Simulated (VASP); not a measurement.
# Mg6Re2H13 (a cell with a defect) in VASP: notebook, part 2 of 2

VASP 6.6.1. The steps go on from the part before.

**4. Single point, PBEsol**

File INCAR:

```
SYSTEM = Mg6Re2H13
PREC = Accurate ; ENCUT = 520
EDIFF = 1E-7 ; ISMEAR = -1
SIGMA = 0.05 ; LREAL = Auto
LASPH = .TRUE. ; NELM = 100
ALGO = Normal ; ISIF = 2
LWAVE = .FALSE. ; LCHARG = .FALSE.
GGA = PS ; NBANDS = 36
NELECT = 40.0
```

File KPOINTS:

```
Automatic mesh
0
G
  2 2 1
  0 0 0
```

File POSCAR:

```
Mg6Re2H13
1.0
    4.8243580000      0.0000000000      0.0000000000
   -2.4121790000      4.1780160000      0.0000000000
    0.0000000000      0.0000000000     10.5465420000
Mg Re H
6 2 13
Direct
    0.6107864477      0.3762790760      0.8878549955
    0.3300277517      0.7448750795      0.0493621511
    0.3231141640      0.7126827662      0.4204600901
    0.6135183839      0.3477487879      0.5256888940
   -0.0919185410     -0.1324312784      0.7302772795
    0.0470640390     -0.0388222544      0.2005965557
   -0.0359804505      0.0313067255     -0.0225856020
   -0.0211819421     -0.0047630263      0.4841681757
    0.8265184249      0.6429128084      0.3624695184
    0.2773815787      0.2518420226      0.3862213795
    0.8481795984      0.1954755559      0.3962341401
    0.1562513796      0.3065330530      0.6094225008
    0.6026454495      0.7866652497      0.5762457496
    0.1972638138      0.8672537396      0.5763216038
    0.1799795355      0.4422912693      0.8886135380
    0.6163500982      0.8560283158      0.8780603159
    0.7467540969      0.6643823288      0.0463374630
    0.3799547419      0.2451881467      0.0357557956
    0.7430409853      0.0148395794      0.1157820260
    0.7578540982      0.4146705039      0.6866990147
    0.1959359039      0.6978192520      0.2520541804
```

Command:

```console
cat potpaw_PBE.64/Mg/POTCAR potpaw_PBE.64/Re/POTCAR potpaw_PBE.64/H/POTCAR > POTCAR
mpirun -np 1 vasp_std > vasp.out
```

Run time: 53 s. Hardware: 1 thread of Intel Xeon Platinum 8488C (Sapphire Rapids), shared host; peak memory 0.31 GiB.

It converged, with:

| Property | Result |
| --- | --- |
| Free energy | -78.3675 eV |
| Largest force | 2.834 eV/Å |
| Band gap on the k mesh | 0.97 eV, indirect (least direct gap 1.37 eV) |

Forces in eV/Å, atoms in the order of the input:
```
Mg   0.915 -0.724  0.035
Mg  -0.397 -1.212 -1.251
Mg   0.097 -0.678 -0.305
Mg   0.674 -0.101  0.324
Mg   0.639  1.011 -0.115
Mg  -0.348  0.365  2.789
Re   0.328  1.736 -1.473
Re  -0.794 -0.020 -0.304
H   -0.384  1.272  1.162
H    0.532  0.048 -0.424
H   -1.071  0.328 -0.400
H   -0.298 -0.843 -1.037
H    0.924  0.456 -0.351
H   -0.213 -0.103 -0.109
H   -0.457 -1.419  0.707
H    0.107  0.563  0.387
H    0.639 -0.467 -0.060
H   -1.211 -0.997  0.495
H   -0.269  1.064 -0.462
H   -0.379 -0.139  1.317
H    0.966 -0.139 -0.924
```

Levels at points of the mesh, in eV from the valence-band top:
```csv
k point,band 17,band 18,band 19,band 20,band 21,band 22,band 23,band 24
"(0.00, 0.00, 0.00)",-1.87,-1.52,-1.18,0.00,1.93,2.37,2.46,2.82
"(0.50, 0.00, 0.00)",-1.43,-1.32,-0.92,-0.53,0.98,1.28,2.56,2.71
"(0.00, 0.50, 0.00)",-1.43,-1.21,-0.76,-0.39,0.97,1.26,2.43,2.58
"(0.50, 0.50, 0.00)",-1.49,-1.13,-0.85,-0.40,1.36,1.66,2.44,2.58
```

Caveat: the k mesh is coarse (spacing up to 0.75 Å⁻¹), so the values aren't converged; the cell carries a net charge on a neutralising background, which shifts energy and pressure; the cell is charged against a uniform background, so pressure and absolute levels hang on convention; the PAW data sets were made with another functional, which shifts forces and pressure a little; spin-orbit coupling is left out, which moves the levels of the heavy elements.

**5. Molecular dynamics, PBEsol**

File INCAR:

```
SYSTEM = Mg6Re2H13
ALGO = Fast ; EDIFF = 1E-5
ENCUT = 520 ; GGA = PS
IBRION = 0 ; ISIF = 2
ISMEAR = -1 ; ISYM = 0
LANGEVIN_GAMMA = 20 20 20 ; LASPH = .TRUE.
LCHARG = .FALSE. ; LREAL = Auto
LWAVE = .FALSE. ; MDALGO = 3
NBANDS = 36 ; NELECT = 40.0
NELM = 100 ; NELMIN = 4
NSW = 40 ; POTIM = 0.5
PREC = Accurate ; RANDOM_SEED = 246369 0 0
SIGMA = 0.05 ; TEBEG = 1440.0
TEEND = 1440.0
```

File KPOINTS:

```
k-points
0
G
  2 2 1
  0 0 0
```

File POSCAR:

```
Mg6Re2H13
1.0
    4.8243580000      0.0000000000      0.0000000000
   -2.4121790000      4.1780160000      0.0000000000
    0.0000000000      0.0000000000     10.5465420000
Mg Re H
6 2 13
Direct
    0.7130392800      0.3700297100      0.9226455500
    0.3553433900      0.6577438500      0.0602343300
    0.3895464800      0.6815705200      0.4332913200
    0.7008492400      0.3401635800      0.5737909500
    0.0289731700     -0.0551272100      0.7477340200
   -0.0076475800      0.0661258000      0.2539524100
   -0.0484687300      0.0045984900      0.0032609600
    0.0240824500     -0.0131495400      0.4980361400
    0.8792786800      0.6567230100      0.3907412000
    0.3837850100      0.1607436600      0.3946859700
    0.8666630400      0.1649633100      0.4150297200
    0.0877766800      0.2931636400      0.5996729400
    0.7011064500      0.8644994500      0.5899179300
    0.3133776600      0.9173523300      0.5683926600
    0.0662713100      0.2845916100      0.8809795600
    0.6083865900      0.9005598700      0.9032487900
    0.7735066000      0.6748535100      0.0969349200
    0.2842042200      0.1128256100      0.0829970900
    0.8491038900      0.2223154000      0.1130520400
    0.8025911700      0.4414519300      0.7597571500
    0.3773201700      0.5954545200      0.2642026800
```

Command:

```console
cat potpaw_PBE.64/Mg/POTCAR potpaw_PBE.64/Re/POTCAR potpaw_PBE.64/H/POTCAR > POTCAR
mpirun -np 1 vasp_std > vasp.out
```

It took 14 min on 1 thread of Intel Xeon Platinum 8488C (Sapphire Rapids), shared host; peak memory 0.4 GiB.

The path:
| step | potential energy change (eV) | largest force (eV/Å) | pressure (GPa) | volume (Å³) | temperature (K) |
| --- | --- | --- | --- | --- | --- |
| 1 | 0.0000 | 2.8592 | 7.56 | 212.58 | 1491 |
| 2 | -0.0326 | 2.4890 | 6.87 | 212.58 | 1485 |
| 3 | -0.0313 | 2.0533 | 6.35 | 212.58 | 1446 |
| 4 | 0.0004 | 1.8989 | 5.82 | 212.58 | 1400 |
| 5 | 0.0518 | 1.8966 | 5.35 | 212.58 | 1380 |
| 6 | 0.1112 | 1.8206 | 4.90 | 212.58 | 1331 |
| 7 | 0.1697 | 1.7254 | 4.44 | 212.58 | 1276 |
| 8 | 0.2479 | 1.9245 | 4.05 | 212.58 | 1250 |
| 9 | 0.3121 | 2.1697 | 3.74 | 212.58 | 1211 |
| 10 | 0.3557 | 2.3350 | 3.48 | 212.58 | 1174 |
| 11 | 0.3869 | 2.3612 | 3.19 | 212.58 | 1124 |
| 12 | 0.3746 | 2.3524 | 2.99 | 212.58 | 1099 |
| 13 | 0.3345 | 2.3060 | 2.85 | 212.58 | 1103 |
| 14 | 0.2927 | 2.3006 | 2.78 | 212.58 | 1114 |
| 15 | 0.2378 | 2.2488 | 2.72 | 212.58 | 1166 |
| 16 | 0.1680 | 2.2005 | 2.71 | 212.58 | 1250 |
| 17 | 0.0869 | 2.2812 | 2.72 | 212.58 | 1301 |
| 18 | 0.0032 | 2.3718 | 2.84 | 212.58 | 1316 |
| 19 | -0.0612 | 2.3956 | 2.99 | 212.58 | 1288 |
| 20 | -0.1206 | 2.4217 | 3.19 | 212.58 | 1256 |
| 21 | -0.1756 | 2.3870 | 3.49 | 212.58 | 1243 |
| 22 | -0.2260 | 2.3662 | 3.86 | 212.58 | 1242 |
| 23 | -0.2717 | 2.3273 | 4.34 | 212.58 | 1295 |
| 24 | -0.2837 | 2.2569 | 4.95 | 212.58 | 1323 |
| 25 | -0.2699 | 2.1650 | 5.55 | 212.58 | 1308 |
| 26 | -0.2258 | 2.0577 | 6.22 | 212.58 | 1314 |
| 27 | -0.1635 | 1.9642 | 6.87 | 212.58 | 1280 |
| 28 | -0.0840 | 2.2303 | 7.58 | 212.58 | 1271 |
| 29 | 0.0123 | 2.5599 | 8.25 | 212.58 | 1258 |
| 30 | 0.1050 | 2.8397 | 8.86 | 212.58 | 1230 |
| 31 | 0.1623 | 2.9836 | 9.25 | 212.58 | 1246 |
| 32 | 0.2007 | 3.2290 | 9.53 | 212.58 | 1225 |
| 33 | 0.1882 | 3.2587 | 9.46 | 212.58 | 1226 |
| 34 | 0.1310 | 2.9735 | 9.22 | 212.58 | 1276 |
| 35 | 0.0479 | 2.5558 | 8.81 | 212.58 | 1310 |
| 36 | -0.0345 | 2.3816 | 8.35 | 212.58 | 1346 |
| 37 | -0.0908 | 2.4887 | 7.89 | 212.58 | 1372 |
| 38 | -0.1266 | 2.6872 | 7.43 | 212.58 | 1391 |
| 39 | -0.1143 | 2.9046 | 6.91 | 212.58 | 1378 |
| 40 | -0.0685 | 3.1629 | 6.49 | 212.58 | 1317 |

Caveat: the k mesh is coarse (spacing up to 0.75 Å⁻¹), so the values aren't converged; the cell carries a net charge on a neutralising background, which shifts energy and pressure; the cell is charged against a uniform background, so pressure and absolute levels hang on convention; the PAW data sets were made with another functional, which shifts forces and pressure a little.
